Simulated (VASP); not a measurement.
# TiNbSbC with LDA: from relaxation to properties, part 3 of 4

Wanted: the relaxed cell of TiNbSbC and its properties. The cell is invented: it takes the structure of a Materials Project entry for HfNbCN (space group 160 there), with some of its atoms replaced by other elements, volume scaled by an estimate. It may not be a known or stable phase.

VASP 6.6.1; LDA; plane waves and PAW (Sb, Nb_sv, Ti_sv, C); invented cell.

Still holding for the runs below: The k-mesh is coarse for a metal.

So far. Step 2 (Rough relaxation of the start cell): It ends with a largest force of 0.018 eV/Å and a pressure of 0.02 GPa. Step 3 (Relaxing cell and atoms (LDA)): It ends with a largest force of 0.006 eV/Å and a pressure of 0.00 GPa. The relaxed cell has a = 3.225, c = 19.968 Å (conventional setting).

**4. Single point with fields (LDA)**

A single point on the relaxed cell gives a clean self-consistent state, with density, ELF and potential written out.

Contents of INCAR:

```
SYSTEM = TiNbSbC
PREC = Accurate
ENCUT = 520
EDIFF = 1E-06
NELM = 100
ISMEAR = -1
SIGMA = 0.05
LREAL = .FALSE.
ALGO = Normal
GGA = CA
NBANDS = 23
LORBIT = 11
LWAVE = .FALSE.
LCHARG = .TRUE.
ISIF = 2
LELF = .TRUE.
LVHAR = .TRUE.
```

Contents of POSCAR:

```
TiNbSbC
1.0
    1.6124370252      0.9309404409      6.6558695594
   -1.6124370252      0.9309404409      6.6558695594
    0.0000000000     -1.8618819296      6.6558695831
Sb Nb Ti C
1 1 1 1
Direct
    0.7489092421      0.7489092421      0.7489092421
    0.5291078402      0.5291078402      0.5291078398
    0.9694202320      0.9694202320      0.9694202325
    0.2525626856      0.2525626856      0.2525626856
```

Contents of KPOINTS:

```
Automatic mesh
0
Gamma
7 7 7
0 0 0
```

The projector-augmented-wave data sets are Sb, Nb_sv, Ti_sv and C (LDA family, release 64).

Launch:

```bash
$ mpirun -np 2 vasp_std
```

Output:

```text
[banner, memory and clock lines left out]
running    2 mpi-ranks, on    1 nodes
 distrk:  each k-point on    2 cores,    1 groups
 distr:  one band on    1 cores,    2 groups

 POSCAR found type information on POSCAR SbNbTiC
 POSCAR found :  4 types and       4 ions
 LDA part: xc-table for (Slater(with rela. corr.)+CA(PZ))
 , standard interpolation
|                                                                             |
|           W    W    AA    RRRRR   N    N  II  N    N   GGGG   !!!           |
|           W    W   A  A   R    R  NN   N  II  NN   N  G    G  !!!           |
|           W    W  A    A  R    R  N N  N  II  N N  N  G       !!!           |
|           W WW W  AAAAAA  RRRRR   N  N N  II  N  N N  G  GGG   !            |
|           WW  WW  A    A  R   R   N   NN  II  N   NN  G    G                |
|           W    W  A    A  R    R  N    N  II  N    N   GGGG   !!!           |
|                                                                             |
|     The number of bands has been changed from the values supplied in        |
|     The orbitals not found in the WAVECAR file will be initialized with     |
|     random numbers, which is usually adequate. For correlated               |
|     calculations, however, you should redo the groundstate calculation.     |
|     I found NBANDS = 23. Now, NBANDS = 24.                                  |
|                                                                             |

 POSCAR, INCAR and KPOINTS ok, starting setup
 FFT: planning ... GRIDC
 FFT: planning ... GRID_SOFT
 FFT: planning ... GRID
 WAVECAR not read
 entering main loop
       N       E                     dE             d eps       ncg     rms          rms(c)
DAV:   1     0.380781441427E+03    0.38078E+03   -0.15921E+04  2112   0.149E+03
DAV:   2    -0.277794120836E+01   -0.38356E+03   -0.36784E+03  2504   0.515E+02
DAV:   3    -0.406162491355E+02   -0.37838E+02   -0.36972E+02  3576   0.133E+02
DAV:   4    -0.436952509689E+02   -0.30790E+01   -0.30667E+01  3160   0.343E+01
DAV:   5    -0.438219412157E+02   -0.12669E+00   -0.12665E+00  3328   0.688E+00    0.188E+01
DAV:   6    -0.379297143429E+02    0.58922E+01   -0.43211E+01  3248   0.522E+01    0.864E+00
DAV:   7    -0.383261651761E+02   -0.39645E+00   -0.19770E+01  3168   0.331E+01    0.716E+00
DAV:   8    -0.372731584896E+02    0.10530E+01   -0.36842E+00  3512   0.178E+01    0.352E+00
DAV:   9    -0.372226628693E+02    0.50496E-01   -0.72823E-01  2976   0.696E+00    0.137E+00
DAV:  10    -0.372079418750E+02    0.14721E-01   -0.10809E-01  3000   0.259E+00    0.663E-01
DAV:  11    -0.372051653293E+02    0.27765E-02   -0.22036E-02  3504   0.113E+00    0.270E-01
DAV:  12    -0.372056318828E+02   -0.46655E-03   -0.37264E-03  2824   0.474E-01    0.113E-01
DAV:  13    -0.372054484244E+02    0.18346E-03   -0.98469E-04  2864   0.252E-01    0.492E-02
DAV:  14    -0.372054491626E+02   -0.73818E-06   -0.13441E-04  3008   0.796E-02    0.195E-02
DAV:  15    -0.372054479997E+02    0.11629E-05   -0.16811E-05  3304   0.369E-02    0.133E-02
DAV:  16    -0.372054477047E+02    0.29498E-06   -0.35243E-06  2272   0.107E-02
   1 F= -.37205448E+02 E0= -.37193667E+02  d E =-.235622E-01
```

The job ended after 3 min (2 MPI ranks of Intel Xeon 6975P-C (Granite Rapids), shared host; peak memory 0.53 GiB; 6 min of CPU time).

Parts of OUTCAR (step 4):

```text
  LATTYP: Found a trigonal (rhomboedric) cell.
 ALAT       =     6.9113821235
 COS(alpha) =     0.8911406570

The static configuration has the point symmetry C_3v.

 Found     44 irreducible k-points:

   k-points           NKPTS =     44   k-points in BZ     NKDIM =     44   number of bands    NBANDS=     24

   ENCUT  =  520.0 eV  38.22 Ry    6.18 a.u.  12.85 12.85 12.85*2*pi/ulx,y,z

   NELECT =      34.0000    total number of electrons

 E-fermi :  10.9906

 k-point     1 :       0.0000    0.0000    0.0000
  band No.  band energies     occupation
    ...
     12       7.1186      2.00000
     13       7.1186      2.00000
     14       7.6952      2.00000
     15      10.6489      1.99785
     16      10.6489      1.99785
     17      11.3915      0.00066
     18      12.1863      0.00000
     19      12.1863      0.00000
     20      13.3823      0.00000
     21      13.3823      0.00000
    ...

 k-point     2 :       0.1429    0.0000    0.0000
  band No.  band energies     occupation
    ...
     13       7.2617      2.00000
     14       7.8562      2.00000
     15      10.1134      2.00000
     16      10.7497      1.98397
     17      10.8957      1.73931
     18      11.4860      0.00010
     19      12.1872      0.00000
     20      13.3136      0.00000
     21      13.5087      0.00000
     22      14.1139      0.00000
    ...

  Total       -0.0068394     -0.0068393      0.0078330     -0.0000000     -0.0000000      0.0000000
  in kB       -0.1827952     -0.1827951      0.2093510     -0.0000000     -0.0000000      0.0000000
  external PRESSURE =      -0.0520797 kB  Pullay stress =       0.0000000 kB

 POSITION                                       TOTAL-FORCE (eV/Angst)
 -----------------------------------------------------------------------------------
      0.00000     -0.00000     14.95393         0.000000      0.000000     -0.001619
      0.00000     -0.00000     10.56502         0.000000      0.000000     -0.002670
      0.00000     -0.00000     19.35700         0.000000      0.000000     -0.002308
      0.00000     -0.00000      5.04307         0.000000     -0.000000      0.006597
 -----------------------------------------------------------------------------------
    total drift:                               -0.000000      0.000001      0.000020

  FREE ENERGIE OF THE ION-ELECTRON SYSTEM (eV)
  ---------------------------------------------------
  free  energy   TOTEN  =       -37.2054477047 eV

  energy  without entropy=      -37.1818855119  energy(sigma->0) =      -37.19366661

 total charge
# of ion       s       p       d       tot
------------------------------------------
    1        1.160   1.328   0.064   2.551
    2        2.173   6.038   2.564  10.775
    3        2.193   6.185   2.063  10.441
    4        0.877   1.549   0.000   2.425
--------------------------------------------------
tot          6.402  15.099   4.691  26.192

[... 3 parts as in an earlier step ...]

[... 7 further parts left out ...]
```

Numbers from this step:

```yaml
scf_cycles: 16
bands: 24
pressure: -0.005208 GPa
```

Valence electrons inside each PAW sphere by angular momentum. Sphere charges, by row:

| atom | s (e) | p (e) | d (e) | tot (e) |
| --- | --- | --- | --- | --- |
| Sb1 | 1.16 | 1.328 | 0.064 | 2.551 |
| Nb2 | 2.173 | 6.038 | 2.564 | 10.78 |
| Ti3 | 2.193 | 6.185 | 2.063 | 10.44 |
| C4 | 0.877 | 1.549 | 0 | 2.425 |

ELF in the ac plane of the cell as run, not the conventional one, at fractional y = 0.253, with atoms of C within 0.2 Å of it. It is the smooth field of the valence electrons, not physical close to the nuclei.

Ten even steps from '0' (0.10) to '9' (0.76), each cell a mean:
```
5321100136851110146
6532210012452122114
4543321022223112211
1444332114432211220
0134444312564211121
0013334431367422111
0001233453147742321
2000112355314663255
8521001245531354248
9985210124553124226
9999741012455311213
6977984101234431001
3882499410123442100
1596039841013343210
1269504972012343321
1137962795101344321
1113698798200134432
2111258999500014553
3211113699820001465
```
Columns run along a (6.9 Å), rows up along c (6.9 Å). Atoms in or near the plane, at fractional coordinates: C at (0.25, 0.25).

Valence density in the ac plane of the cell as run, not the conventional one, at fractional y = 0.253, with atoms of C within 0.2 Å of it. It is the smooth field of the valence electrons, not physical close to the nuclei.

Ten even steps from '0' (0.1 e/Å³) to '9' (1.7 e/Å³), each cell a mean:
```
0000000123221231000
0000000122221244200
0000000123321125420
0000000014542113541
1000000012674211243
1000000001389521122
1100000000149942111
2100000000014874222
3210000000001365322
4431000000000124323
4664100000000011222
3698520000000000111
1379951000000000000
0148995200000000000
0014899510000000000
0001489841000000000
0000147963100000000
0000013664211000000
0000001344321110000
```
Columns run along a (6.9 Å), rows up along c (6.9 Å). Atoms in or near the plane, at fractional coordinates: C at (0.25, 0.25).

Electrostatic potential energy in the ac plane of the cell as run, not the conventional one, at fractional y = 0.253, with atoms of C within 0.2 Å of it. With pseudopotentials it is smooth inside the atoms' cores, unlike the true potential.

Ten even steps from '_' (-40 eV) to '@' (2 eV), each cell a mean:
```
@@@@@@@@@@@@%%%%%%%%%%%%%%++++##%%@@@@
@@@@@@@@@@@@%%%%####%%@@%%**====**%%@@
@@@@@@@@@@@@@@%%**++**%%@@%%**----**%%
%%@@@@@@@@@@@@%%##==--==##%%%%++--==##
##@@@@@@@@@@@@@@%%**::..--##%%%%**==++
**%%@@@@@@@@@@@@@@%%==____--##%%%%**++
##%%@@@@@@@@@@@@@@@@##==____--##@@%%%%
%%%%%%@@@@@@@@@@@@@@%%##==__..==%%@@%%
%%%%%%@@@@@@@@@@@@@@@@%%##==::--**%%%%
%%##%%@@@@@@@@@@@@@@@@@@@@%%**==++##%%
##====##@@@@@@@@@@@@@@@@@@@@%%##**##%%
%%==__..**@@@@@@@@@@@@@@@@@@@@%%%%%%%%
@@%%::____++@@@@@@@@@@@@@@@@@@@@@@%%%%
@@@@##..--..++@@@@@@@@@@@@@@@@@@@@@@@@
@@@@@@**..--__**@@@@@@@@@@@@@@@@@@@@@@
@@@@@@@@**..__..##@@@@@@@@@@@@@@@@@@@@
@@@@@@@@@@##::__==%%%%%%@@@@@@@@@@@@@@
@@@@@@@@@@@@%%====##%%%%%%%%@@@@@@@@@@
@@@@@@@@@@@@@@%%##%%%%%%##**##%%@@@@@@
```
Columns run along a (6.9 Å; values clipped at the 3rd and 97th percentile), rows up along c (6.9 Å). Atoms in or near the plane, at fractional coordinates: C at (0.25, 0.25).

In this run the pressure is -0.01 GPa, small enough to go on; single stress components reach 0.02 GPa.

**5. Band structure (LDA)**

The mesh alone shows little of the dispersion and can miss band extrema, so KPOINTS_OPT adds a path through the symmetry points after the self-consistent cycle.

Contents of INCAR:

```
SYSTEM = TiNbSbC
PREC = Accurate
ENCUT = 520
EDIFF = 1E-06
NELM = 100
ISMEAR = -1
SIGMA = 0.05
LREAL = .FALSE.
ALGO = Normal
GGA = CA
NBANDS = 31
LORBIT = 11
LWAVE = .FALSE.
LCHARG = .FALSE.
KPAR = 2
```

POSCAR is that of step 4.

KPOINTS is that of step 4.

Contents of KPOINTS_OPT:

```
Line mode
16
Line-mode
Reciprocal
  0.00000000   0.00000000   0.00000000 GAMMA
  0.50000000   0.00000000   0.00000000 L

  0.50000000   0.00000000   0.00000000 L
  0.50000000   0.17970864  -0.17970864 B1

  0.82029136   0.50000000   0.17970864 B
  0.50000000   0.50000000   0.50000000 Z

  0.50000000   0.50000000   0.50000000 Z
  0.00000000   0.00000000   0.00000000 GAMMA

  0.00000000   0.00000000   0.00000000 GAMMA
  0.33985432   0.00000000  -0.33985432 X

  0.66014568   0.33985432   0.00000000 Q
  0.50000000   0.50000000   0.00000000 F

  0.50000000   0.50000000   0.00000000 F
  0.66014568   0.66014568   0.17970864 P1

  0.66014568   0.66014568   0.17970864 P1
  0.50000000   0.50000000   0.50000000 Z

  0.50000000   0.00000000   0.00000000 L
  0.82029136   0.33985432   0.33985432 P
```

Launch:

```bash
$ mpirun -np 2 vasp_std
```

Output:

```text
[... set-up lines as in an earlier step ...]
 entering main loop
       N       E                     dE             d eps       ncg     rms          rms(c)
DAV:   1     0.373105069935E+03    0.37311E+03   -0.15090E+04  2728   0.116E+03
DAV:   2    -0.216144366590E+01   -0.37527E+03   -0.35506E+03  2870   0.416E+02
DAV:   3    -0.402510343651E+02   -0.38090E+02   -0.36586E+02  4354   0.112E+02
DAV:   4    -0.437107484919E+02   -0.34597E+01   -0.34137E+01  3987   0.288E+01
DAV:   5    -0.438254410478E+02   -0.11469E+00   -0.11461E+00  3993   0.547E+00    0.188E+01
DAV:   6    -0.379816242593E+02    0.58438E+01   -0.18059E+01  3748   0.404E+01    0.852E+00
DAV:   7    -0.383087288412E+02   -0.32710E+00   -0.15036E+01  3683   0.263E+01    0.751E+00
DAV:   8    -0.372695226295E+02    0.10392E+01   -0.22524E+00  3838   0.141E+01    0.357E+00
DAV:   9    -0.372221213666E+02    0.47401E-01   -0.51482E-01  3701   0.510E+00    0.128E+00
DAV:  10    -0.372075852745E+02    0.14536E-01   -0.78769E-02  3591   0.194E+00    0.611E-01
DAV:  11    -0.372053132053E+02    0.22721E-02   -0.11216E-02  4299   0.751E-01    0.264E-01
DAV:  12    -0.372055299036E+02   -0.21670E-03   -0.24207E-03  3204   0.353E-01    0.101E-01
DAV:  13    -0.372054482476E+02    0.81656E-04   -0.41769E-04  3488   0.165E-01    0.299E-02
DAV:  14    -0.372054474518E+02    0.79580E-06   -0.34103E-05  4164   0.395E-02    0.185E-02
DAV:  15    -0.372054477930E+02   -0.34119E-06   -0.28801E-06  3415   0.118E-02
   1 F= -.37205448E+02 E0= -.37193667E+02  d E =-.235615E-01
 Start KPOINTS_OPT (optional k-point list driver)
k-point batch [1-44\144]
       N       E                     dE             ncg
DAV:   1     0.414477503157E+04   -0.39135E+05     2728
DAV:   2    -0.120803731806E+05   -0.16225E+05     2886
DAV:   3    -0.137043265485E+05   -0.16240E+04     4581
DAV:   4    -0.138283252051E+05   -0.12400E+03     3755
DAV:   5    -0.138335592537E+05   -0.52340E+01     4054
DAV:   6    -0.138336505264E+05   -0.91273E-01     3943
DAV:   7    -0.138336536631E+05   -0.31368E-02     4080
DAV:   8    -0.138336537130E+05   -0.49847E-04     3902
DAV:   9    -0.138336537144E+05   -0.14594E-05     2524
DAV:  10    -0.138336537147E+05   -0.23701E-06     2183
[...]
k-point batch [133-144\144]
       N       E                     dE             ncg
DAV:   1     0.331496726441E+05   -0.14344E+05      752
DAV:   2     0.287999717602E+05   -0.43497E+04      792
DAV:   3     0.283791781364E+05   -0.42079E+03     1232
DAV:   4     0.283488304716E+05   -0.30348E+02     1035
DAV:   5     0.283471742704E+05   -0.16562E+01     1137
DAV:   6     0.283471411269E+05   -0.33143E-01     1090
DAV:   7     0.283471404867E+05   -0.64022E-03     1061
DAV:   8     0.283471404750E+05   -0.11676E-04     1028
DAV:   9     0.283471404747E+05   -0.39783E-06      688
```

It took 11 min on 2 MPI ranks; peak memory 0.75 GiB; 21 min of CPU time.

From OUTCAR (step 5):

```text
   k-points           NKPTS =     44   k-points in BZ     NKDIM =     44   number of bands    NBANDS=     31

   NELECT =      34.0000    total number of electrons

 E-fermi :  10.9906

 k-point     1 :       0.0000    0.0000    0.0000
  band No.  band energies     occupation
    ...
     12       7.1183      2.00000
     13       7.1183      2.00000
     14       7.6951      2.00000
     15      10.6489      1.99785
     16      10.6489      1.99785
     17      11.3915      0.00066
     18      12.1864      0.00000
     19      12.1864      0.00000
     20      13.3823      0.00000
     21      13.3823      0.00000
    ...

  Total       -0.0099944     -0.0099944      0.0078553     -0.0000000     -0.0000000      0.0000000
  in kB       -0.2671196     -0.2671195      0.2099484     -0.0000000     -0.0000000      0.0000000
  external PRESSURE =      -0.1080969 kB  Pullay stress =       0.0000000 kB

 POSITION                                       TOTAL-FORCE (eV/Angst)
 -----------------------------------------------------------------------------------
      0.00000     -0.00000     14.95393         0.000000      0.000000     -0.001130
      0.00000     -0.00000     10.56502         0.000000      0.000000     -0.002283
      0.00000     -0.00000     19.35700         0.000000      0.000000     -0.002872
      0.00000     -0.00000      5.04307         0.000000     -0.000000      0.006285
 -----------------------------------------------------------------------------------
    total drift:                               -0.000000      0.000001     -0.000146

  FREE ENERGIE OF THE ION-ELECTRON SYSTEM (eV)
  ---------------------------------------------------
  free  energy   TOTEN  =       -37.2054477930 eV

  energy  without entropy=      -37.1818862859  energy(sigma->0) =      -37.19366704

[... 8 parts as in an earlier step ...]

[... 8 further parts left out ...]
```

Spin-orbit coupling is off here; it can split and shift levels that hold much weight on Sb and Nb by tenths of an eV or more.

Numbers from this step:

```
SCF cycles : 15
bands      : 31
pressure   : -0.01081 GPa
```

The electronic bands at the labelled points (eV, zero at the Fermi level; # counts the bands kept in this run, so #1 is VASP's band 10):

| point | #4 | #5 | #6 | #7 | #8 | #9 | #10 | #11 |
| --- | --- | --- | --- | --- | --- | --- | --- | --- |
| Γ | -3.87 | -3.30 | -0.34 | -0.34 | 0.40 | 1.20 | 1.20 | 2.39 |
| 0.47 of the way | -3.58 | -2.98 | -1.61 | -1.26 | -0.11 | 0.07 | 1.49 | 2.03 |
| L | -3.51 | -3.47 | -2.73 | -2.18 | 0.13 | 0.84 | 1.91 | 2.12 |
| 0.47 of the way | -3.96 | -3.41 | -2.71 | -1.83 | -1.39 | 0.85 | 1.16 | 1.45 |
| B1 | -4.13 | -3.70 | -3.05 | -2.91 | -0.47 | -0.17 | 1.08 | 1.32 |
| jump to B | -4.13 | -3.70 | -3.05 | -2.91 | -0.47 | -0.17 | 1.08 | 1.32 |
| 0.47 of the way | -3.66 | -2.79 | -2.69 | -1.39 | -0.45 | 0.39 | 1.08 | 1.21 |
| Z | -3.83 | -3.83 | -0.33 | -0.33 | 0.47 | 0.84 | 0.84 | 2.33 |
| 0.47 of the way | -3.85 | -3.78 | -0.34 | -0.34 | 0.44 | 0.98 | 0.98 | 2.36 |
| Γ | -3.87 | -3.30 | -0.34 | -0.34 | 0.40 | 1.20 | 1.20 | 2.39 |
| 0.47 of the way | -3.63 | -2.65 | -2.07 | -1.49 | -0.62 | -0.11 | 1.53 | 1.94 |
| X | -4.18 | -3.70 | -3.06 | -2.88 | -0.56 | 0.00 | 0.84 | 1.50 |
| jump to Q | -4.18 | -3.70 | -3.06 | -2.88 | -0.56 | 0.00 | 0.84 | 1.50 |
| 0.53 of the way | -3.74 | -3.24 | -2.87 | -2.55 | -0.32 | -0.02 | 1.36 | 2.16 |
| F | -3.55 | -3.23 | -2.97 | -2.17 | 0.24 | 0.80 | 1.89 | 2.35 |
| 0.53 of the way | -3.54 | -3.25 | -2.93 | -2.17 | 0.30 | 0.75 | 1.84 | 2.40 |
| P1 | -3.53 | -3.29 | -2.86 | -2.17 | 0.43 | 0.64 | 1.78 | 2.25 |
| 0.47 of the way | -3.56 | -2.96 | -2.28 | -1.29 | 0.24 | 0.49 | 0.97 | 1.69 |
| Z | -3.83 | -3.83 | -0.33 | -0.33 | 0.47 | 0.84 | 0.84 | 2.33 |
| jump to L | -3.51 | -3.47 | -2.73 | -2.18 | 0.13 | 0.84 | 1.91 | 2.12 |
| 0.53 of the way | -3.50 | -3.42 | -2.77 | -2.18 | 0.30 | 0.69 | 1.87 | 2.14 |
| P | -3.53 | -3.29 | -2.86 | -2.17 | 0.43 | 0.64 | 1.78 | 2.25 |

Of the projections kept (Sb, Nb, Ti, C), the largest for each band there, as a share of the weight inside these atoms' spheres; weight between the spheres isn't counted:

| point | #4 | #5 | #6 | #7 | #8 | #9 | #10 | #11 |
| --- | --- | --- | --- | --- | --- | --- | --- | --- |
| Γ | C 0.37 | Nb 0.33 | Nb 0.54 | Nb 0.54 | Ti 0.51 | Ti 0.58 | Ti 0.58 | Ti 0.56 |
| L | Nb 0.35 | C 0.39 | Sb 0.29 | Ti 0.54 | Sb 0.42 | Ti 0.50 | Ti 0.71 | Ti 0.65 |
| B1 | Nb 0.40 | Ti 0.36 | Sb 0.40 | C 0.42 | Nb 0.49 | Ti 0.46 | Ti 0.50 | Ti 0.61 |
| B | Nb 0.40 | Ti 0.36 | Sb 0.40 | C 0.42 | Nb 0.49 | Ti 0.46 | Ti 0.50 | Ti 0.61 |
| Z | C 0.38 | C 0.38 | Nb 0.54 | Nb 0.54 | Ti 0.54 | Ti 0.53 | Ti 0.53 | Ti 0.56 |
| Γ | C 0.37 | Nb 0.33 | Nb 0.54 | Nb 0.54 | Ti 0.51 | Ti 0.58 | Ti 0.58 | Ti 0.56 |

There is no gap at this level.

(Part 3 of 4 ends here.)

[Lines on the potential files, build, host, timing and source positions are cut from VASP's logs without a mark.]

[Logs are printed without paths, hosts, clocks, repeated set-up lines and the standing remarks that a program may print on its own settings, such as how far it seeks lower states.]

[Hosts, paths, dates, database ids (printed as entryN), source tags and the programs' standing remarks are cut or masked in the printed files.]

[A measured line is paired with the nearest computed mode of its activity, which favours agreement.]

[In band tables of VASP the shares of atoms and orbitals are scaled to a sum of 1 inside the atoms' spheres.]
